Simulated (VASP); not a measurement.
A cell of InSe (space group C2/m) near equilibrium:

```yaml
crystal:
  lattice:
    - [5.87244, -2.05933, 0.09032]
    - [5.87244, 2.05933, 0.09032]
    - [-1.66440, 0.00000, 4.23873]
  atoms:
    - { symbol: In, position: [0.11427, 0.11427, 0.97136] }
    - { symbol: In, position: [0.88573, 0.88573, 0.02864] }
    - { symbol: Se, position: [0.34530, 0.34530, 0.36274] }
    - { symbol: Se, position: [0.65470, 0.65470, 0.63726] }
```

The numbers are results of PBEsol GGA, VASP's PBE PAW potentials (set 64) (plane waves; VASP), not measurements.

Without a dispersion term in the relaxation, distances and binding between the weakly bound layers, chains or molecules are unreliable, and so is what depends on them. Unless said otherwise, spin-orbit coupling is left out, though it shifts the bands of the heavy elements here.

```csv
run,ΔE (meV/atom),σxx,σyy,σzz,"largest shear component, with its sign (GPa)",largest force (eV/Å),gap (eV)
as it is,0.0,0.09,0.00,0.02,-0.01,0.009,0.79
after one change,44.7,7.78,6.74,5.96,0.44,0.704,0.83
```
Stress is in GPa, positive when the cell is compressed; gaps are those on the k-mesh, and 0.00 means metallic.

Task: Name the change that produced these shifts.
A) uniaxial strain of -4.0 % along z
B) isotropic strain of -3.0 %
C) uniaxial strain of -1.5 % along z
D) shear strain γ_xz = -3.0 %

Result: B, isotropic strain of -3.0 %

The structure comes from a computed database's InSe entry (C2/m); how it stands against other phases isn't given here.
